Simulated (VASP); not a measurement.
Input:

```
CELL_PARAMETERS angstrom
      0.00000     3.27518     3.27518
      3.27518     0.00000     3.27518
      3.27518     3.27518     0.00000
ATOMIC_POSITIONS crystal
  Hg 0.00000 0.00000 0.00000
  Te 0.25000 0.25000 0.25000
```

These are PBE GGA with D3 dispersion (Becke-Johnson damping), VASP's PBE PAW potentials (set 64) (plane waves; VASP) values and carry that method's errors. Numerical set-up: 520 eV cut-off, 10×10×10 Γ-centred mesh, first-order Methfessel-Paxton smearing of 0.10 eV, potentials Hg Te.

Unless said otherwise, spin-orbit coupling is left out, though it shifts the bands of the heavy elements here.

### Question
Estimate the energy per atom (σ→0), band gap (on the k-mesh) with the smallest direct gap where there is one.

### Answer

```
Property                                                    Result
------------------------  ----------------------------------------
band gap (on the k-mesh)  none (metal, semimetal or under 0.01 eV)
energy per atom (σ→0)                               -2.160 eV/atom
```

The compound is HgTe in the zinc blende structure. It was relaxed first.
